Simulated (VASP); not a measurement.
Ni:

```xyz
1
Lattice="0.0000 1.7756 1.7756 1.7756 0.0000 1.7756 1.7756 1.7756 0.0000" Properties=species:S:1:pos:R:3 pbc="T T T"
Ni    0.0000    0.0000    0.0000
```

* Program: VASP 6.6.1
* Task: relaxation of cell and atoms
* Functional: r2SCAN
* Potentials or basis: VASP PAW PBE potentials, release 64 (Ni)
* Cutoff: 600 eV
* k mesh: 20 × 20 × 20
* Occupations: gaussian, width 0.1 eV
* Spin: collinear spin, ferromagnetic start
* Starting moments: [1.0] μB

At the start: pressure -11.4 GPa; volume 11.20 Å³/atom.

Question: How do energy, volume and symmetry change on relaxing?

Answer: Over 5 steps the energy falls by 25.1 meV/atom and the volume is 10.53 Å³/atom (-6.0 %); space group Fm-3m (No. 225, to 0.05 Å); moment 0.72 μB per cell.

The path:
| step | energy change (eV) | largest force (eV/Å) | pressure (GPa) | volume (Å³) |
| --- | --- | --- | --- | --- |
| 1 | 0.0000 | 0.0000 | -11.37 | 11.20 |
| 2 | -0.0024 | 0.0000 | 13.47 | 9.96 |
| 3 | -0.0251 | 0.0000 | -0.17 | 10.53 |
| 4 | -0.0251 | 0.0000 | 0.08 | 10.52 |
| 5 | -0.0251 | 0.0000 | -0.07 | 10.53 |

Final structure:
```
Ni
1.0
     0.00000    1.73959    1.73959
     1.73959    0.00000    1.73959
     1.73959    1.73959    0.00000
Ni
1
Direct
  0.00000 0.00000 0.00000
```

Caveat: the PAW data sets were made with another functional, which shifts forces and pressure a little.
